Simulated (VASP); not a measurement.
Calculation: PBE GGA with D4 dispersion, VASP's PBE PAW potentials (set 64) (plane waves; VASP 6.6.1).

A VASP calculation is set up with these files.

### INCAR
```
# general
SYSTEM   =  TiO2
PREC     =  Accurate
ENCUT    =  520   # plane-wave cut-off (eV)
LREAL    =  .False.
LASPH    =  .True.   # aspherical one-centre terms
ICHARG   =  11

# electronic loop
EDIFF    =  1E-7   # SCF stop (eV)
NELM     =  100   # most electronic steps
ALGO     =  Normal   # blocked Davidson
LMAXMIX  =  4

# smearing
ISMEAR   =  0   # Gaussian
SIGMA    =  0.05

# functional
GGA      =  PE
IVDW     =  13   # D4

# output
LWAVE    =  .False.
LCHARG   =  .False.
LORBIT   =  11
```

File KPOINTS:
```
k-points along high-symmetry lines
10
Line-mode
Reciprocal
  0.000000   0.000000   0.000000 ! GAMMA
  0.000000   0.500000   0.000000 ! X

  0.000000   0.500000   0.000000 ! X
  0.500000   0.500000   0.000000 ! M

  0.500000   0.500000   0.000000 ! M
  0.000000   0.000000   0.000000 ! GAMMA

  0.000000   0.000000   0.000000 ! GAMMA
  0.000000   0.000000   0.500000 ! Z

  0.000000   0.000000   0.500000 ! Z
  0.000000   0.500000   0.500000 ! R

  0.000000   0.500000   0.500000 ! R
  0.500000   0.500000   0.500000 ! A

  0.500000   0.500000   0.500000 ! A
  0.000000   0.000000   0.500000 ! Z

  0.000000   0.500000   0.000000 ! X
  0.000000   0.500000   0.500000 ! R

  0.500000   0.500000   0.000000 ! M
  0.500000   0.500000   0.500000 ! A
```

### POSCAR
```
TiO2
4.6084450
  0.9999999047   0.0000000000   0.0000000000
  0.0000000000   0.9999999047   0.0000000000
  0.0000000000   0.0000000000   0.6424417418
Ti O
2 4
Cartesian
  0.0000000000   0.0000000000   0.0000000000
  0.4999999524   0.4999999524   0.3212208709
  0.3044685191   0.3044685191   0.0000000000
  0.8044684715   0.1955314333   0.3212208709
  0.1955314333   0.8044684715   0.3212208709
  0.6955313856   0.6955313856   0.0000000000
```

POTCAR, in this order: Ti_sv O (PBE.64 set). Program: vasp_std. Read from the step before: CHGCAR.

Output of the run:

OSZICAR:
```
       N       E                     dE             d eps       ncg     rms          rms(c)
DAV:   1     0.614932912879E+03    0.61493E+03   -0.25919E+04  5048   0.206E+03
DAV:   2     0.472354822426E+02   -0.56770E+03   -0.55061E+03  5276   0.575E+02
DAV:   3    -0.466497750111E+02   -0.93885E+02   -0.89056E+02  8268   0.192E+02
DAV:   4    -0.529144708114E+02   -0.62647E+01   -0.61500E+01  7040   0.504E+01
DAV:   5    -0.532070972898E+02   -0.29263E+00   -0.29168E+00  7176   0.849E+00
DAV:   6    -0.532120494306E+02   -0.49521E-02   -0.49467E-02  6644   0.121E+00
DAV:   7    -0.532122344659E+02   -0.18504E-03   -0.18497E-03  7176   0.194E-01
DAV:   8    -0.532122394659E+02   -0.50000E-05   -0.49983E-05  6716   0.246E-02
DAV:   9    -0.532122397068E+02   -0.24089E-06   -0.24082E-06  6532   0.428E-03
DAV:  10    -0.532122397198E+02   -0.13008E-07   -0.13056E-07  3828   0.741E-04
   1 F= -.54444262E+02 E0= -.54444262E+02  d E =-.321787E-20
```

OUTCAR:
```
 val. band max:        4.7776511414   @ k =   0.0000   0.0000   0.0000

 cond. band min:       6.6139224521   @ k =   0.0000   0.0000   0.0000



 k-point     1 :       0.0000    0.0000    0.0000
  band No.  band energies     occupation
      1     -52.1694      2.00000
      2     -52.1530      2.00000
      3     -28.4702      2.00000
      4     -28.4702      2.00000
      5     -28.3100      2.00000
      6     -28.3100      2.00000
      7     -28.2682      2.00000
      8     -28.2358      2.00000
      9     -13.3980      2.00000
     10     -12.2422      2.00000
     11     -11.5288      2.00000
     12     -11.5288      2.00000
     13      -0.9603      2.00000
     14      -0.5358      2.00000
     15      -0.0972      2.00000
     16       0.9860      2.00000
     17       0.9860      2.00000
     18       2.2299      2.00000
     19       2.2299      2.00000
     20       2.8097      2.00000
     21       4.0753      2.00000
     22       4.3251      2.00000
     23       4.3251      2.00000
     24       4.7777      2.00000
     25       6.6139      0.00000
     26       6.9014      0.00000
     27       7.1537      0.00000
     28       7.2448      0.00000

 k-point     2 :       0.0000    0.0556    0.0000
  band No.  band energies     occupation
      1     -52.1693      2.00000
      2     -52.1531      2.00000
      3     -28.4692      2.00000
      4     -28.4691      2.00000
      5     -28.3112      2.00000
      6     -28.3111      2.00000
      7     -28.2680      2.00000
      8     -28.2361      2.00000
      9     -13.3874      2.00000
     10     -12.2423      2.00000
     11     -11.5402      2.00000
     12     -11.5330      2.00000
     13      -0.9392      2.00000
     14      -0.5230      2.00000
     15      -0.0779      2.00000
     16       0.9872      2.00000
     17       0.9882      2.00000
     18       2.2094      2.00000
     19       2.2258      2.00000
     20       2.8108      2.00000
     21       4.0542      2.00000
...
```

The density is held fixed in this step, so its total energy and stress have no physical meaning.

The compound is TiO2 in the rutile structure. It was relaxed first.
